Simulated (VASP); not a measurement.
An input for Ansatz (written as the equivalent of a VASP run, and not itself run):

Ansatz 0.2 input:
```yaml
crystal:
  lattice:
    - [4.4766900, 0.0000000, 0.0000000]
    - [0.0000000, 4.4766900, 0.0000000]
    - [0.0000000, 0.0000000, 2.9925400]
  atoms:
    - { symbol: Mg, position: [0.4992970, 0.4970810, 0.5004380] }
    - { symbol: Mg, position: [-0.0057550, -0.0046300, 0.0073510] }
    - { symbol: H, position: [0.6917200, 0.6971020, 0.0013220] }
    - { symbol: H, position: [0.3052760, 0.3067530, -0.0035220] }
    - { symbol: H, position: [0.8062960, 0.2012580, 0.5043140] }
    - { symbol: H, position: [0.2031660, 0.8024350, 0.4900970] }
kpoints:
  mp_grid: { grid: [6, 6, 6] }
hamiltonian:
  xc: lda
  pseudopotentials: { kind: paw }
scf:
  occupations: { method: gaussian, width: 0.01 }
  max_iter: 100
output: { forces: true, stress: true, eigenvalues: true }
```

### Question
Translate this input to VASP (INCAR, KPOINTS, POSCAR, choice of POTCAR).

### Answer
Several could match; the one computed here: 
**POSCAR**
```
MgH2
1.0
  4.4766900000   0.0000000000   0.0000000000
  0.0000000000   4.4766900000   0.0000000000
  0.0000000000   0.0000000000   2.9925400000
Mg H
2 4
Direct
  0.4992970000   0.4970810000   0.5004380000
 -0.0057550000  -0.0046300000   0.0073510000
  0.6917200000   0.6971020000   0.0013220000
  0.3052760000   0.3067530000  -0.0035220000
  0.8062960000   0.2012580000   0.5043140000
  0.2031660000   0.8024350000   0.4900970000
```

File KPOINTS:
```
Automatic mesh
0
Gamma
6 6 6
0 0 0
```

**INCAR**
```
! general
SYSTEM = MgH2
PREC   = Accurate
ENCUT  = 240
LREAL  = .FALSE.   ! projection in real space or not
LASPH  = .TRUE.

! electronic loop
EDIFF  = 1E-6   ! SCF stop (eV)
NELM   = 100
ALGO   = Normal   ! blocked Davidson

! smearing
ISMEAR = 0   ! Gaussian
SIGMA  = 0.01

! ions
ISIF   = 2

! output
LWAVE  = .FALSE.
LCHARG = .FALSE.
```

POTCAR, in this order: Mg H (LDA.64 set). Program: vasp_std.

The two are equivalent in intent, not identical: each code has its own PAW files, so the cut-off isn't converted (ENCUT is set for VASP's; basis.ecutwfc is left out, and Ansatz then takes the one that its files recommend); Ansatz stops its SCF on the density residual and VASP on the energy change (EDIFF); Ansatz's lda is the Perdew-Wang form, while the LDA potentials of VASP carry Perdew-Zunger's.

The structure comes from a computed database's MgH2 entry; how it stands against other phases isn't given here. The cell was not relaxed at this level, atoms are displaced from their ideal sites. The run is one of a series of settings (ENCUT = 240, GGA removed, KPOINTS 6×6×6 Γ-centred mesh, POTCAR Mg H (LDA.64 set) against the base run), some of them coarse on purpose.
